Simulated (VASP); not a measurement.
Data:

```yaml
crystal:
  lattice:
    - [0.00000, 3.17997, 3.17997]
    - [3.17997, 0.00000, 3.17997]
    - [3.17997, 3.17997, 0.00000]
  atoms:
    - { symbol: Mg, position: [0.25000, 0.25000, 0.25000] }
    - { symbol: Mg, position: [0.75000, 0.75000, 0.75000] }
    - { symbol: Si, position: [0.00000, 0.00000, 0.00000] }
```

Method: PBE GGA, VASP's PBE PAW potentials (set 64) (plane waves; VASP). Numerical set-up: 400 eV cut-off, 14×14×14 Γ-centred mesh, Gaussian smearing of 0.010 eV, potentials Mg Si.

Problem. Give the direction-averaged independent-particle dielectric function (no local fields, no excitons; a broadening of 0.1 eV leaves a tail below the gap, and fine structure carries the noise of the k-mesh).

Solution. 
```csv
ħω (eV),ε₁,ε₂
0.00,16.80,0.00
0.20,16.89,0.09
0.50,17.35,0.23
0.70,17.91,0.34
1.00,19.28,0.59
1.20,20.69,0.85
1.50,24.14,1.61
1.70,28.21,2.95
2.00,35.97,12.04
2.20,41.24,26.16
2.50,23.56,42.68
2.70,5.82,45.35
3.00,-14.16,37.30
3.20,-13.89,25.61
3.50,-14.76,16.74
3.70,-11.45,11.07
4.00,-9.04,10.15
4.20,-9.90,9.70
4.50,-8.31,6.80
4.70,-7.25,5.77
5.00,-7.96,4.57
5.20,-6.60,3.24
5.50,-5.16,2.83
5.70,-5.10,3.05
6.00,-4.47,2.02
6.20,-3.94,2.11
6.50,-3.78,1.53
6.70,-3.44,1.33
7.00,-3.09,1.03
7.20,-2.74,0.92
7.50,-2.33,0.82
7.70,-2.18,0.85
8.00,-2.07,0.62
8.20,-1.80,0.52
8.50,-1.65,0.50
8.70,-1.47,0.43
9.00,-1.29,0.36
9.20,-1.20,0.32
9.50,-1.02,0.30
9.80,-0.85,0.26
```
ε₂ peaks at 2.6 eV (height 47.4); ε₁(0) averages 16.80, so the electronic refractive index below the gap tends to √16.80 = 4.10.

The compound is Mg2Si in the antifluorite structure. It was relaxed first.
